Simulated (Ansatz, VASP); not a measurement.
# GePt: VASP beside Ansatz

Wanted: the spread between two codes on one cell, functional and k mesh. The cell is generated by rule, not measured, and may not be a known phase. The cell is taken from a series of runs on this material, whose earlier steps may have relaxed, scaled, displaced or heated it; both programs get it as it stands.

Program: Ansatz 0.2.0. Level of theory: plane waves, with VASP 6.6.1 beside it; single point at r2SCAN. Results are calculated unless marked as measured.

The structure was built from a prototype and need not be the compound's stable phase.

## 1. Starting point

Symmetry: P4/nmm, No. 129, tetragonal system. Conventional cell: a = 4.465 Å, b = 4.465 Å, c = 3.157 Å, α = 90.00°, β = 90.00°, γ = 90.00°. Nearest to Pt lie 4 Ge at 2.50 Å. Nearest to Ge lie 4 Pt at 2.50 Å. Farther neighbours are not listed.

## 2. Ansatz: single point, r2SCAN, pair 1

Ansatz runs on its default PAW (the set named soft_2) files.

With cell and atoms fixed, the geometry can't cause a difference; cores, projectors, grids and the points listed under the comparison can.

Contents of input.yaml:

```yaml
crystal:
  lattice:
    - [-3.1569466852, 0.0, 0.0]
    - [0.0, -3.1569466852, -3.1569466852]
    - [0.0, -3.1569466852, 3.1569466852]
  atoms:
    - { symbol: Pt, position: [0.1425427937, 0.5, 0.5] }
    - { symbol: Pt, position: [-0.1425427937, 0.0, 0.0] }
    - { symbol: Ge, position: [0.5, 0.0, 0.5] }
    - { symbol: Ge, position: [0.5, 0.5, 0.0] }
kpoints:
  mp_grid: { grid: [14, 10, 10] }
hamiltonian:
  xc: r2scan
scf:
  occupations: { method: methfessel_paxton, width: 0.2 }
output:
  forces: true
  stress: true
  eigenvalues: true
```

Run with:

```sh
$ ansatz run input.yaml --threads 4 --pin off --max-ram 7168MiB --backend cpu --events-out ev --progress --plain --runs-dir out
```

Numbers of over 12 decimals in the logs are rounded to 6 here.

What it wrote:

```text
Engine: ansatz 0.2.0, aarch64-unknown-linux-gnu
Pseudopotentials: kind: paw
Pseudopotential: Pt, paw, valence charge 18, recommended cutoff 500 eV (meta_gga), Pt.paw.azcp
Pseudopotential: Ge, paw, valence charge 14, recommended cutoff 500 eV (meta_gga), Ge.paw.azcp
Functional definition: r2SCAN
  parameter k0 = 0.174
  parameter k1 = 0.065
  parameter a1 = 4.9479
  exchange = r2scan_x(k0 = k0, k1 = k1, a1 = a1)
  correlation = r2scan_c
Crystal: 4 atoms, lattice volume = 62.926 Å³
Basis set: ecut = 500 eV, 1583 PW (Γ), exchange–correlation on 96×144×144 points (64 copies of the dense FFT grid, shifted against one another)
Bands: 39, of which v1, the nominal top of the filled ones, is band 32 counted from 1 (31 counted from 0)
Symmetry: 16 space group operations
Space group: P4/nmm (ITA 129), of the structure as read, at distance tolerance 4.0e-5 Å
k-points: 168 of 1400
Non-local potential: Pt, projectors of the file, l = 0: 3, l = 1: 2, l = 2: 2, l = 3: 1
Non-local potential: Ge, projectors of the file, l = 0: 2, l = 1: 2, l = 2: 3, l = 3: 1
PAW form: soft (Blöchl's): semilocal exchange-correlation on the pseudo side does not see the compensation charge
PAW frozen core: Pt, regenerated for the run's functional (the file was generated under x = pbe(κ = 0.804, μ = 0.219515), c = pbe(β = 0.066725))
PAW frozen core: Ge, regenerated for the run's functional (the file was generated under x = pbe(κ = 0.804, μ = 0.219515), c = pbe(β = 0.066725))
PAW one-centre angular grid: Pt, 590 points (default); XC on 160 Gauss nodes
PAW one-centre angular grid: Ge, 590 points (default); XC on 160 Gauss nodes
Initial density: superposition of atomic densities (neutral atoms: chi_scale 0, normalization atom), corrected by the library's trained network
Initial wavefunctions: pseudopotential atomic-orbital guess
Functional: x = r2scan, c = r2scan; τ floored in thin density (d = 2e-4 eV/Å³)
SCF iter   1: F=—  HF=-33679.394209 eV  |F-HF|=—  |Δ(HF+E_count)|=         —  Δρ=1.33e-2  dr2=1.26e-1  dr2_τ=4.66e-2  ethr=1.77e-3  ⟨swp⟩=5.1  Hψ=22987  notcnv=0
preconditioner: auto → Kerker (q_TF=auto, 2.736 Å⁻¹)  [metal: Δε(μ)=0.026 eV  Ē_g=18.248 eV  σ=0.200 eV  W_gap=0.11  n_scr=18 (ndim 8)  ℏωp=32.4 eV  f_vac=0.000  D(μ)=1.48/eV (n_scr^D=10)]
SCF iter   2: F=—  HF=-33679.412662 eV  |F-HF|=—  |Δ(HF+E_count)|=   1.85e-2  S|Δr|=    0.00e0  Δρ=5.13e-3  dr2=1.71e-2  dr2_τ=2.81e-3  ethr=1.97e-4  ⟨swp⟩=3.0  Hψ=12152  notcnv=0
SCF iter   3: F=—  HF=-33679.415027 eV  |F-HF|=—  |Δ(HF+E_count)|=   2.37e-3  S|Δr|=    0.00e0  Δρ=2.14e-3  dr2=2.06e-3  dr2_τ=1.26e-4  ethr=2.67e-5  ⟨swp⟩=2.0  Hψ=8128  notcnv=0
SCF iter   4: F=—  HF=-33679.416106 eV  |F-HF|=—  |Δ(HF+E_count)|=   1.08e-3  S|Δr|=    0.00e0  Δρ=7.15e-4  dr2=2.97e-4  dr2_τ=2.89e-5  ethr=3.21e-6  ⟨swp⟩=2.0  Hψ=10331  notcnv=0
SCF iter   5: F=—  HF=-33679.416138 eV  |F-HF|=—  |Δ(HF+E_count)|=   3.21e-5  S|Δr|=    0.00e0  Δρ=2.72e-4  dr2=4.74e-5  dr2_τ=1.72e-6  ethr=4.65e-7  ⟨swp⟩=2.0  Hψ=10334  notcnv=0
SCF iter   6: F=—  HF=-33679.416185 eV  |F-HF|=—  |Δ(HF+E_count)|=   4.66e-5  S|Δr|=    0.00e0  Δρ=5.99e-5  dr2=1.66e-6  dr2_τ=1.19e-7  ethr=7.41e-8  ⟨swp⟩=2.9  Hψ=11278  notcnv=0
SCF iter   7: F=—  HF=-33679.416186 eV  |F-HF|=—  |Δ(HF+E_count)|=   7.61e-7  S|Δr|=    0.00e0  Δρ=1.83e-5  dr2=2.96e-7  dr2_τ=2.90e-8  ethr=2.59e-9  ⟨swp⟩=2.0  Hψ=11027  notcnv=0
SCF iter   8: F=-33679.416186 eV  HF=-33679.416186 eV  |F-HF|=1.05e-9  |Δ(HF+E_count)|=   1.88e-8  S|Δr|=    0.00e0  Δρ=4.35e-6  dr2=9.94e-9  dr2_τ=1.44e-9  ethr=1.56e-10  ⟨swp⟩=8.1  Hψ=24166  notcnv=0
SCF 1 converged in 8 iterations: F = -33679.416186 eV  dr2 = 9.94e-9
  greatest PAW one-centre occupation: 1.000 electrons in one spin orbital (limit 2), on the Pt atom at site 1 (counted from 0), in its partial waves of l = 0
SCF converged after 8 iterations
Stability not checked: this state was not tested for a lower state beside it, because cold or Methfessel-Paxton smearing, or corrected tetrahedra, fill the levels in a way that the test cannot read (fill_not_monotonic; see scf.lower_state_search)
Free energy (F): -33679.416186 eV
Harris-Foulkes:  -33679.416186 eV  (|F-HF|=1.05e-9)
Internal energy: -33679.418789 eV  (E = F + TS)
E sigma→0 (E₀):  -33679.416837 eV
Entropy (-TS):   0.002604 eV (0.651 meV/atom)
Fermi energy:    18.297144 eV
--- Per-component energies (eV) ---
  E_band       = -538.781993
  E_kinetic    = 1507.736738
  E_local      = -7222.973988  (includes V_loc(G=0)·N_el)
  E_nonlocal   = 1244.476342
  E_hartree    = 2972.282670
  E_xc         = -642.126060
  E_vxc        = -817.234055  (∫ρ·V_xc dr)
  E_paw        = -23028.519554  (= ΣΔE_a)
  E_vpaw       = -1247.082082  (= ΣTr[D̂ρ^β])
  E_aug_tail   = 0.000346  (compensation charges beyond the density's cutoff)
  E_vtau       = 51.735655  (kinetic-family band-sum trace: ∫τ·v_τ [+ j·A + Jᵃ·Aᵃ] dr)
  E_ewald      = -8507.660762
  E_core_change = -2.634520  (= ΣΔE_core)
  E_smearing   = 0.002604  (= −TS)
  E_closure    = 0.000000  (closes the sum)
  Σ components = -33679.416186   (vs F -33679.416186, Δ=0.00e0)
--- Forces (eV/Å), atoms counted from 1 ---
  atom   1  Pt     0.53927675     0.00000000     0.00000000
  atom   2  Pt    -0.53927675    -0.00000000     0.00000000
  atom   3  Ge     0.00000000     0.00000000     0.00000000
  atom   4  Ge     0.00000000    -0.00000000    -0.00000000
  max |Σ_I F_I| component: 2.22e-16 eV/Å
--- Stress (GPa, compression-positive) ---
       12.678244       0.000000      -0.000000
        0.000000       9.024471       0.000000
       -0.000000       0.000000       9.024471
  P = ⅓ Tr σ = 10.2424 GPa (102.424 kbar)
--- Band table (eV; the first three rows and the last of 168) ---
  k-point 0: bands = [... 28 lower, 15.6616, 15.6616, 15.9972, 17.6022, 18.9318, 20.2858, 20.2858, 23.1133, ... 3 higher]
  k-point 1: bands = [... 28 lower, 15.3523, 15.3597, 16.3896, 18.0817, 19.1891, 19.9729, 20.2227, 23.1818, ... 3 higher]
  k-point 2: bands = [... 28 lower, 15.0118, 15.0489, 16.9693, 18.4426, 19.4353, 20.0342, 20.3433, 23.1206, ... 3 higher]
  k-point 167: bands = [... 28 lower, 15.6130, 15.6130, 16.8600, 16.8600, 17.9415, 17.9415, 19.4795, 19.4795, ... 3 higher]
```

The run ends at a pressure of 10.24 GPa, with forces up to 0.54 eV/Å.

## 3. VASP: single point, r2SCAN, pair 1

The same cell, functional, mesh and smearing now go to VASP, with its own data sets.

Lines of VASP's logs that name or quote its potential files are left out, and so is its time.

Contents of INCAR:

```
SYSTEM = GePt
PREC = Accurate
ENCUT = 550
EDIFF = 1E-06
NELM = 120
ISMEAR = 1
SIGMA = 0.2
LREAL = .FALSE.
ALGO = Normal
METAGGA = R2SCAN
LASPH = .TRUE.
NBANDS = 30
LORBIT = 11
LWAVE = .FALSE.
LCHARG = .FALSE.
ISIF = 2
GGA_COMPAT = .FALSE.
LMIXTAU = .TRUE.
KPAR = 2
```

Contents of POSCAR:

```
GePt
1.0
   -3.1569466852      0.0000000000      0.0000000000
    0.0000000000     -3.1569466852     -3.1569466852
    0.0000000000     -3.1569466852      3.1569466852
Pt Ge
2 2
Direct
    0.1425427937      0.5000000000      0.5000000000
    0.8574572063      0.0000000000      0.0000000000
    0.5000000000      0.0000000000      0.5000000000
    0.5000000000      0.5000000000      0.0000000000
```

Contents of KPOINTS:

```
Automatic mesh
0
Gamma
14 10 10
0 0 0
```

PAW data sets: Pt and Ge_d (PBE family, release 64).

Run with:

```sh
$ mpirun -np 2 vasp_std
```

What it wrote:

```text
[banner, memory and clock lines left out]
running    2 mpi-ranks, on    1 nodes
 distrk:  each k-point on    1 cores,    2 groups
 distr:  one band on    1 cores,    1 groups

 POSCAR found type information on POSCAR PtGe
 POSCAR found :  2 types and       4 ions
|                                                                             |
|               ----> ADVICE to this user running VASP <----                  |
|                                                                             |
|     You enforced a specific xc type in the INCAR file but a different       |
|     [... a line on the potential file left out ...]
|     I HOPE YOU KNOW WHAT YOU ARE DOING!                                     |
|                                                                             |

 LDA part: xc-table for (None), standard interpolation
 POSCAR, INCAR and KPOINTS ok, starting setup
 FFT: planning ... GRIDC
 FFT: planning ... GRID_SOFT
 FFT: planning ... GRID
 WAVECAR not read
 entering main loop
       N       E                     dE             d eps       ncg     rms          rms(c)
DAV:   1     0.351798142575E+03    0.35180E+03   -0.24272E+04 12872   0.428E+03
DAV:   2    -0.709232657613E+02   -0.42272E+03   -0.40204E+03 10158   0.918E+02
DAV:   3    -0.137307583761E+03   -0.66384E+02   -0.63671E+02 11424   0.191E+02
DAV:   4    -0.140207775742E+03   -0.29002E+01   -0.28735E+01 11576   0.451E+01
DAV:   5    -0.140280671882E+03   -0.72896E-01   -0.72881E-01 11400   0.750E+00    0.152E+01
DAV:   6    -0.131251965835E+03    0.90287E+01   -0.62744E+00 10278   0.196E+01    0.861E+00
DAV:   7    -0.130653090999E+03    0.59887E+00   -0.72981E-01 11128   0.642E+00    0.423E+00
DAV:   8    -0.130762729476E+03   -0.10964E+00   -0.39022E-01 10456   0.369E+00    0.159E+00
DAV:   9    -0.130770651212E+03   -0.79217E-02   -0.17135E-01 10316   0.272E+00    0.368E-01
DAV:  10    -0.130804446134E+03   -0.33795E-01   -0.41073E-02 10384   0.131E+00    0.155E-01
DAV:  11    -0.130794078334E+03    0.10368E-01   -0.89329E-03 11168   0.644E-01    0.157E-01
DAV:  12    -0.130805794828E+03   -0.11716E-01   -0.91865E-03 10440   0.568E-01    0.312E-02
DAV:  13    -0.130806154727E+03   -0.35990E-03   -0.68148E-04 10986   0.190E-01    0.233E-02
DAV:  14    -0.130806303613E+03   -0.14889E-03   -0.10734E-04 10802   0.670E-02    0.169E-02
DAV:  15    -0.130806372517E+03   -0.68904E-04   -0.53565E-05 10800   0.544E-02    0.370E-03
DAV:  16    -0.130806370682E+03    0.18356E-05   -0.74748E-06  9054   0.222E-02    0.147E-03
DAV:  17    -0.130806373647E+03   -0.29652E-05   -0.23121E-06  8716   0.116E-02    0.567E-04
DAV:  18    -0.130806373800E+03   -0.15341E-06   -0.15991E-07  5214   0.384E-03
   1 F= -.13080637E+03 E0= -.13080721E+03  d E =0.250416E-02
```

OUTCAR, selected parts (step 3):

```text
ion  position               nearest neighbor table
   1  0.143  0.500  0.500-   3 2.50   4 2.50   4 2.50   3 2.50   3 3.02   4 3.02   4 3.02   3 3.02
                             2 3.28   2 3.28   2 3.28   2 3.28
   2  0.857  0.000  0.000-   3 2.50   4 2.50   3 2.50   4 2.50   3 3.02   4 3.02   3 3.02   4 3.02
                             1 3.28   1 3.28   1 3.28   1 3.28
   3  0.500  0.000  0.500-   1 2.50   2 2.50   2 2.50   1 2.50   1 3.02   1 3.02   2 3.02   2 3.02

  LATTYP: Found a simple tetragonal cell.
 ALAT       =     4.4645968179
 C/A-ratio  =     0.7071067812

 Subroutine GETGRP returns: Found 16 space group operations
 (whereof  8 operations were pure point group operations)

The static configuration has the point symmetry C_4v.
 The point group associated with its full space group is D_4h.

 Found    168 irreducible k-points:

   k-points           NKPTS =    168   k-points in BZ     NKDIM =    168   number of bands    NBANDS=     30

   dimension x,y,z NGX =    24 NGY =   36 NGZ =   36
   dimension x,y,z NGXF=    48 NGYF=   72 NGZF=   72

   ENCUT  =  550.0 eV  40.42 Ry    6.36 a.u.   6.04  8.54  8.54*2*pi/ulx,y,z

   NELECT =      48.0000    total number of electrons

 k-points in reciprocal lattice and weights: Automatic mesh
   0.00000000  0.00000000  0.00000000       0.001
   0.07142857  0.00000000  0.00000000       0.001
   0.14285714  0.00000000  0.00000000       0.001
   0.21428571  0.00000000  0.00000000       0.001
   0.28571429  0.00000000  0.00000000       0.001
   0.35714286  0.00000000  0.00000000       0.001
   0.42857143  0.00000000  0.00000000       0.001
   0.50000000  0.00000000  0.00000000       0.001
   0.00000000  0.10000000  0.00000000       0.003
[...]
0.42857143  0.50000000  0.50000000       0.001
   0.50000000  0.50000000  0.50000000       0.001

 average (electrostatic) potential at core
       1 -69.8100       2 -69.8100       3 -74.8234       4 -74.8234

 E-fermi :   9.9065

 k-point     1 :       0.0000    0.0000    0.0000
  band No.  band energies     occupation
    ...
     20       6.6839      2.00000
     21       7.2755      2.00000
     22       7.2755      2.00000
     23       7.6197      2.00000
     24       9.1957      2.00001
     25      10.5392     -0.00007
     26      11.8967     -0.00000
     27      11.8967     -0.00000
     28      14.7082      0.00000
     29      14.8299      0.00000
    ...

 k-point     2 :       0.0714    0.0000    0.0000
  band No.  band energies     occupation
    ...
     20       6.6064      2.00000
     21       7.5122      2.00000
     22       7.5122      2.00000
     23       7.6045      2.00000
     24       9.0480      2.00000
     25      10.4561     -0.00071
     26      12.0702     -0.00000
     27      12.0702     -0.00000
     28      13.4732     -0.00000
     29      15.9581      0.00000
    ...

 k-point     3 :       0.1429    0.0000    0.0000
  band No.  band energies     occupation
    ...
     20       6.3634      2.00000
     21       7.5591      2.00000
     22       8.1217      2.00000
     23       8.1217      2.00000
     24       8.6666      2.00000
     25      10.2193     -0.04950
     26      12.5259     -0.00000
     27      12.5414     -0.00000
     28      12.5414     -0.00000
     29      15.1869      0.00000
    ...

  Total        5.0638371      3.6295822      3.6295822      0.0000000      0.0000000      0.0000000
  in kB      128.9313615     92.4135137     92.4135137      0.0000000      0.0000000      0.0000000
  external PRESSURE =     104.5861296 kB  Pullay stress =       0.0000000 kB

  energy-cutoff  :      550.00
  volume of cell :       62.93
      direct lattice vectors                 reciprocal lattice vectors
    -3.156946685  0.000000000  0.000000000    -0.316761764  0.000000000  0.000000000
     0.000000000 -3.156946685 -3.156946685     0.000000000 -0.158380882 -0.158380882
     0.000000000 -3.156946685  3.156946685     0.000000000 -0.158380882  0.158380882

 POSITION                                       TOTAL-FORCE (eV/Angst)
 -----------------------------------------------------------------------------------
     -0.45000     -3.15695      0.00000         0.558216     -0.000000     -0.000000
     -2.70695      0.00000      0.00000        -0.558216      0.000000      0.000000
     -1.57847     -1.57847      1.57847        -0.000000     -0.000000      0.000000
     -1.57847     -1.57847     -1.57847        -0.000000     -0.000000      0.000000
 -----------------------------------------------------------------------------------
    total drift:                               -0.000000      0.000000     -0.000000

  FREE ENERGIE OF THE ION-ELECTRON SYSTEM (eV)
  ---------------------------------------------------
  free  energy   TOTEN  =      -130.8063738003 eV

  energy  without entropy=     -130.8088779632  energy(sigma->0) =     -130.80720852

 total charge
# of ion       s       p       d       tot
------------------------------------------
    1        0.730   0.487   8.238   9.455
    2        0.730   0.487   8.238   9.455
    3        1.150   1.096  10.114  12.359
    4        1.150   1.096  10.114  12.359
--------------------------------------------------
tot          3.759   3.166  36.703  43.628

[... 3 further parts left out ...]
```

The run ends at a pressure of 10.46 GPa, with forces up to 0.56 eV/Å.

## 4. Side by side

Known differences besides the potentials themselves: VASP keeps PBE cores, Ansatz makes them for the functional; the data sets hold 64 valence electrons in Ansatz (on its default PAW (the set named soft_2) files) and 48 in VASP; the cutoff is 500 eV in Ansatz and 550 eV in VASP. Total energies have different zeros and are not compared.

Both answers:

```
      quantity  Ansatz   VASP  difference
pressure (GPa)   10.24  10.46       -0.22
```

Forces (eV/Å; atoms numbered as in POSCAR):

```
atom        Ansatz x, y, z          VASP x, y, z
 Pt1   0.539, 0.000, 0.000   0.558, 0.000, 0.000
 Pt2  -0.539, 0.000, 0.000  -0.558, 0.000, 0.000
 Ge3   0.000, 0.000, 0.000   0.000, 0.000, 0.000
 Ge4   0.000, 0.000, 0.000   0.000, 0.000, 0.000
```

The forces differ by 7.7 meV/Å r.m.s., which is 3.4 % of the r.m.s. force of 0.228 eV/Å (both taken over all components).

## 5. Ansatz: single point, r2SCAN, pair 2

A single point gives forces, pressure and levels at one fixed geometry, so differences don't come from the geometry; what else differs is listed under the comparison.

The cell is taken from a series of runs on this material, whose earlier steps may have relaxed, scaled, displaced or heated it; both programs get it as it stands.

input.yaml, the sections that differ from step 2:

```yaml
crystal:
  lattice:
    - [-3.1569466852, 0.0, 0.0]
    - [0.0, -3.1569466852, -3.1569466852]
    - [0.0, -3.1569466852, 3.1569466852]
  atoms:
    - { symbol: Pt, position: [0.0, 0.5063352353, 0.4936647647] }
    - { symbol: Pt, position: [0.0, -0.0063352353, 0.0063352353] }
    - { symbol: Ge, position: [0.5, 0.003636738, 0.503636738] }
    - { symbol: Ge, position: [0.5, 0.496363262, -0.003636738] }
# kpoints, hamiltonian, scf, output: as in step 2
```

Run with:

```sh
$ ansatz run input.yaml --threads 4 --pin off --max-ram 7168MiB --backend cpu --events-out ev --progress --plain --runs-dir out
```

What it wrote:

```text
[...]
Crystal: 4 atoms, lattice volume = 62.926 Å³
Basis set: ecut = 500 eV, 1583 PW (Γ), exchange–correlation on 96×144×144 points (64 copies of the dense FFT grid, shifted against one another)
Bands: 39, of which v1, the nominal top of the filled ones, is band 32 counted from 1 (31 counted from 0)
Symmetry: 8 space group operations
[...]
k-points: 248 of 1400
[...]
k-point 0: bands = [... 28 lower, 15.7362, 15.7474, 16.7550, 18.3166, 19.3144, 20.0653, 20.0714, 20.1466, ... 3 higher]
  k-point 1: bands = [... 28 lower, 15.6290, 15.7059, 16.8216, 18.4606, 19.5477, 19.7674, 20.0272, 20.2812, ... 3 higher]
  k-point 2: bands = [... 28 lower, 15.3918, 15.6360, 17.0140, 18.5427, 19.1505, 19.6503, 20.6933, 20.8582, ... 3 higher]
  k-point 247: bands = [... 28 lower, 14.8086, 14.8347, 16.7784, 16.7830, 18.3125, 18.3259, 19.3552, 19.3585, ... 3 higher]
[key lines of the parts left out:]
SCF converged after 7 iterations
Free energy (F): -33679.472523 eV
Fermi energy:    18.226638 eV
P = ⅓ Tr σ = -0.0386 GPa (-0.386 kbar)
```

The run ends at a pressure of -0.04 GPa, with forces up to 0.050 eV/Å.

[end of part 1 of 2]

[Lines on the potential files, build, host, timing and source positions are cut from VASP's logs without a mark.]

[Logs are printed without paths, hosts, clocks, repeated set-up lines and the standing remarks that a program may print on its own settings, such as how far it seeks lower states.]

[Hosts, paths, dates, database ids (printed as entryN), source tags and the programs' standing remarks are cut or masked in the printed files.]
